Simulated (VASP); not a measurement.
Output of a VASP run:

File OUTCAR:
```
 ion  position               nearest neighbor table
   1  0.333  0.667  0.250-   2 2.86   2 2.86   2 2.86   2 2.86   2 2.86   2 2.86
   2  0.667  0.333  0.750-   1 2.86   1 2.86   1 2.86   1 2.86   1 2.86   1 2.86
  LATTYP: Found a hexagonal cell.
 ALAT       =     2.7178183393
 C/A-ratio  =     1.7552485755
 Subroutine PRICEL returns:
 Original cell was already a primitive cell.
 Subroutine GETGRP returns: Found 24 space group operations
The static configuration has the point symmetry D_3d.
 The point group associated with its full space group is D_6h.
The dynamic configuration has the point symmetry D_3d.
 Subroutine INISYM returns: Found 24 space group operations
 Subroutine IBZKPT returns following result:
 Found    150 irreducible k-points:

 Following reciprocal coordinates:
            Coordinates               Weight
  0.000000  0.000000  0.000000      1.000000
  0.062500 -0.000000  0.000000      6.000000
  0.125000 -0.000000  0.000000      6.000000
  0.187500 -0.000000  0.000000      6.000000
  0.250000 -0.000000  0.000000      6.000000
  0.312500 -0.000000  0.000000      6.000000
  0.375000 -0.000000  0.000000      6.000000
  0.437500 -0.000000  0.000000      6.000000
  0.500000 -0.000000  0.000000      3.000000
  0.062500  0.062500  0.000000      6.000000
  0.125000  0.062500  0.000000     12.000000
  0.187500  0.062500  0.000000     12.000000
  0.250000  0.062500  0.000000     12.000000
  0.312500  0.062500  0.000000     12.000000
  0.375000  0.062500  0.000000     12.000000
  0.437500  0.062500  0.000000     12.000000
  0.125000  0.125000  0.000000      6.000000
  0.187500  0.125000  0.000000     12.000000
  0.250000  0.125000  0.000000     12.000000
  0.312500  0.125000  0.000000     12.000000
  0.375000  0.125000  0.000000     12.000000
  0.437500  0.125000  0.000000      6.000000
  0.187500  0.187500  0.000000      6.000000
  0.250000  0.187500  0.000000     12.000000
  0.312500  0.187500  0.000000     12.000000
  0.375000  0.187500  0.000000     12.000000
  0.250000  0.250000  0.000000      6.000000
  0.312500  0.250000  0.000000     12.000000
  0.375000  0.250000  0.000000      6.000000
  0.312500  0.312500  0.000000      6.000000
  0.000000  0.000000  0.125000      2.000000
  0.062500 -0.000000  0.125000     12.000000
  0.125000 -0.000000  0.125000     12.000000
  0.187500 -0.000000  0.125000     12.000000
  0.250000 -0.000000  0.125000     12.000000
  0.312500 -0.000000  0.125000     12.000000
  0.375000 -0.000000  0.125000     12.000000
  0.437500 -0.000000  0.125000     12.000000
  0.500000 -0.000000  0.125000      6.000000
  0.062500  0.062500  0.125000     12.000000
   k-points           NKPTS =    150   k-points in BZ     NKDIM =    150   number of bands    NBANDS=     16
   number of dos      NEDOS =    301   number of ions     NIONS =      2
   total plane-waves  NPLWV =  14400
   dimension x,y,z NGX =    20 NGY =   20 NGZ =   36
   dimension x,y,z NGXF=    40 NGYF=   40 NGZF=   72
   ions per type =               2
   PREC   = accura    normal or accurate (medium, high low for compatibility)
   ISTART =      0    job   : 0-new  1-cont  2-samecut
   ICHARG =      2    charge: 1-file 2-atom 10-const
   ISPIN  =      1    spin polarized calculation?
   LNONCOLLINEAR =      F non collinear calculations
   LSORBIT =      F    spin-orbit coupling
   INIWAV =      1    electr: 0-lowe 1-rand  2-diag
   ENCUT  =  520.0 eV  38.22 Ry    6.18 a.u.   5.05  5.05  8.87*2*pi/ulx,y,z
   NELM   =    100;   NELMIN=  2; NELMDL= -5     # of ELM steps
   EDIFF  = 0.1E-06   stopping-criterion for ELM
   LREAL  =      F    real-space projection
   NLSPLINE    = F    spline interpolate recip. space projectors
   LMAXMIX     =    4 max onsite mixed and CHGCAR
   VOSKOWN=      0    Vosko Wilk Nusair interpolation
   EDIFFG = -.1E-01   stopping-criterion for IOM
   NSW    =     30    number of steps for IOM
...
```

### OSZICAR
```
...
DAV:   2     0.152481799013E+00   -0.94546E+02   -0.93370E+02  4936   0.298E+02
DAV:   3    -0.240493136872E+01   -0.25574E+01   -0.25538E+01  5944   0.602E+01
DAV:   4    -0.241219051589E+01   -0.72591E-02   -0.72582E-02  5720   0.325E+00
DAV:   5    -0.241220168856E+01   -0.11173E-04   -0.11173E-04  5944   0.105E-01    0.392E+00
DAV:   6    -0.222288576773E+01    0.18932E+00   -0.94541E-01  4952   0.216E+01    0.299E+00
DAV:   7    -0.221450672977E+01    0.83790E-02   -0.28651E-02  6088   0.315E+00    0.155E+00
DAV:   8    -0.221032360209E+01    0.41831E-02   -0.17220E-03  6408   0.687E-01    0.453E-02
DAV:   9    -0.221032889988E+01   -0.52978E-05   -0.22644E-04  6872   0.228E-01    0.334E-02
DAV:  10    -0.221033184821E+01   -0.29483E-05   -0.22356E-05  5176   0.634E-02    0.301E-03
DAV:  11    -0.221033159313E+01    0.25508E-06   -0.16468E-07  5088   0.660E-03    0.167E-03
DAV:  12    -0.221033124558E+01    0.34755E-06   -0.34711E-08  3048   0.341E-03    0.608E-05
DAV:  13    -0.221033125092E+01   -0.53360E-08   -0.10144E-08  2856   0.116E-03
   1 F= -.28480333E+01 E0= -.28479249E+01  d E =-.284803E+01
       N       E                     dE             d eps       ncg     rms          rms(c)
DAV:   1    -0.226300151949E+01   -0.52670E-01   -0.10099E+00  5480   0.968E+00    0.138E+00
DAV:   2    -0.223339360755E+01    0.29608E-01   -0.29812E-02  5200   0.331E+00    0.831E-01
DAV:   3    -0.221726275229E+01    0.16131E-01   -0.19925E-02  6656   0.261E+00    0.833E-02
DAV:   4    -0.221746208828E+01   -0.19934E-03   -0.24625E-03  5064   0.589E-01    0.549E-02
DAV:   5    -0.221746019354E+01    0.18947E-05   -0.24713E-05  5656   0.104E-01    0.821E-03
DAV:   6    -0.221745874279E+01    0.14508E-05   -0.26060E-06  5648   0.209E-02    0.979E-04
DAV:   7    -0.221745878516E+01   -0.42372E-07   -0.19607E-07  4240   0.550E-03
   2 F= -.28553677E+01 E0= -.28551316E+01  d E =-.733435E-02
       N       E                     dE             d eps       ncg     rms          rms(c)
DAV:   1    -0.239784681719E+01   -0.18039E+00   -0.37538E+00  5592   0.187E+01    0.264E+00
DAV:   2    -0.228582934425E+01    0.11202E+00   -0.11634E-01  5080   0.594E+00    0.159E+00
DAV:   3    -0.222526332653E+01    0.60566E-01   -0.80691E-02  6432   0.466E+00    0.172E-01
DAV:   4    -0.222597214768E+01   -0.70882E-03   -0.87165E-03  5064   0.109E+00    0.119E-01
DAV:   5    -0.222595481564E+01    0.17332E-04   -0.12738E-04  5568   0.168E-01    0.201E-02
DAV:   6    -0.222594463600E+01    0.10180E-04   -0.14091E-05  5728   0.585E-02    0.151E-03
DAV:   7    -0.222594485425E+01   -0.21824E-06   -0.16983E-06  5560   0.160E-02    0.102E-03
DAV:   8    -0.222594495859E+01   -0.10434E-06   -0.45976E-08  2680   0.522E-03    0.424E-04
DAV:   9    -0.222594494839E+01    0.10195E-07   -0.11766E-08  2624   0.243E-03
   3 F= -.28643413E+01 E0= -.28644339E+01  d E =-.163080E-01
       N       E                     dE             d eps       ncg     rms          rms(c)
DAV:   1    -0.222673436618E+01   -0.78941E-03   -0.16264E-02  5584   0.123E+00    0.174E-01
DAV:   2    -0.222624897792E+01    0.48539E-03   -0.45969E-04  5192   0.423E-01    0.105E-01
DAV:   3    -0.222598262422E+01    0.26635E-03   -0.33706E-04  6656   0.333E-01    0.107E-02
DAV:   4    -0.222598595459E+01   -0.33304E-05   -0.41911E-05  5048   0.786E-02    0.711E-03
DAV:   5    -0.222598590507E+01    0.49514E-07   -0.40535E-07  5696   0.161E-02
   4 F= -.28643457E+01 E0= -.28644631E+01  d E =-.163124E-01
```

**OUTCAR**
```
------------------------ aborting loop because EDIFF is reached ----------------------------------------
  Edisp (eV):   -0.63836
  FORCE on cell =-STRESS in cart. coord.  units (eV):
  Direction    XX          YY          ZZ          XY          YZ          ZX
  --------------------------------------------------------------------------------------
  Total      -0.69846    -0.69846    -0.67213     0.00000     0.00000     0.00000
  in kB     -36.67086   -36.67088   -35.28860     0.00000     0.00000     0.00000
  external pressure =      -36.21 kB  Pullay stress =        0.00 kB
  volume of cell :       30.52
      direct lattice vectors                 reciprocal lattice vectors
     1.335634964 -2.313387987  0.000000000     0.374353782 -0.216133222  0.000000000
     1.335634964  2.313387987  0.000000000     0.374353782  0.216133222  0.000000000
     0.000000000  0.000000000  4.938149616     0.000000000  0.000000000  0.202505002
 POSITION                                       TOTAL-FORCE (eV/Angst)
 -----------------------------------------------------------------------------------
      1.33563      0.77113      1.23454         0.000000      0.000000      0.000000
      1.33563     -0.77113      3.70361        -0.000000     -0.000000      0.000000
 -----------------------------------------------------------------------------------
    total drift:                                0.000000      0.000074      0.000003
  FREE ENERGIE OF THE ION-ELECTRON SYSTEM (eV)
  ---------------------------------------------------
  free  energy   TOTEN  =        -2.8643457404 eV

  energy  without entropy=       -2.8646976901  energy(sigma->0) =       -2.86446306

 reached required accuracy - stopping structural energy minimisation
```
(Selected blocks of OUTCAR.)

File POSCAR:
```
Zn
1
    1.3589089807    -2.3536998338     0.0000000000
    1.3589089807     2.3536998338     0.0000000000
    0.0000000000     0.0000000000     4.7704467685
Zn
2
Direct
  0.3333330000   0.6666670000   0.2500000000
  0.6666670000   0.3333330000   0.7500000000
```

Write an INCAR and KPOINTS that could have produced this output.

One answer among several that fit: the input of the run itself, PBE GGA with D4 dispersion, plane waves, VASP's PBE PAW potentials (set 64).

KPOINTS:
```
K-points
0
G
 16 16 8
0 0 0
```

**INCAR**
```
SYSTEM = Zn
PREC = Accurate; ENCUT = 520; LREAL = .FALSE.
LASPH = .TRUE.
EDIFF = 1E-7; NELM = 100; ALGO = Normal
LMAXMIX = 4
ISMEAR = 1; SIGMA = 0.1
GGA = PE; IVDW = 13
IBRION = 2; NSW = 30; ISIF = 4
EDIFFG = -0.01
LWAVE = .FALSE.; LCHARG = .FALSE.
```

POTCAR, in this order: Zn (PBE.64 set). Program: vasp_std.

The compound is Zn in the hcp structure. This cell is one point of a volume scan, at 1.06 of the reference volume. Symmetry was kept, so distortions that lower it aren't found.
